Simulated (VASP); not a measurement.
**Sn2Ge6 (ordered alloy cell): computed properties**

Calculation: PBEsol GGA, VASP's PBE PAW potentials (set 64) (plane waves; VASP).

For Sn2Ge6, the space group comes out as Cmcm (63) and the cell comes out as a = 8.3939 Å, b = 11.9268 Å, c = 4.1082 Å, α = β = γ = 90.00°. The volume per atom is 25.71 Å³/atom. The band gap (over mesh and band path) comes out as none (metal, semimetal or under 0.01 eV) and the density is 5.44 g/cm³.

```cif
data_Ge12Sn4
_chemical_formula_sum 'Sn4 Ge12'
_space_group_name_H-M_alt 'Cmcm'
_space_group_IT_number 63
_space_group_name_Hall '-C 2c 2'
_cell_length_a 8.39392
_cell_length_b 11.92682
_cell_length_c 4.10823
_cell_angle_alpha 90.000
_cell_angle_beta 90.000
_cell_angle_gamma 90.000
loop_
_atom_site_label
_atom_site_type_symbol
_atom_site_symmetry_multiplicity
_atom_site_Wyckoff_symbol
_atom_site_fract_x
_atom_site_fract_y
_atom_site_fract_z
_atom_site_occupancy
Sn1 Sn 4 c 0.00000 0.07536 0.75000 1
Ge1 Ge 8 g 0.23890 0.30882 0.25000 1
Ge2 Ge 4 c 0.00000 0.43747 0.25000 1
```
(The calculation used a cell of 8 atoms; values per cell refer to that cell.)

Unless said otherwise, spin-orbit coupling is left out, though it shifts the bands of the heavy elements here.

The structure was generated: Sn2Ge6 was put into an ordered model structure (Cmcm), which need not be its known phase. It was relaxed first. Symmetry was kept, so distortions that lower it aren't found.
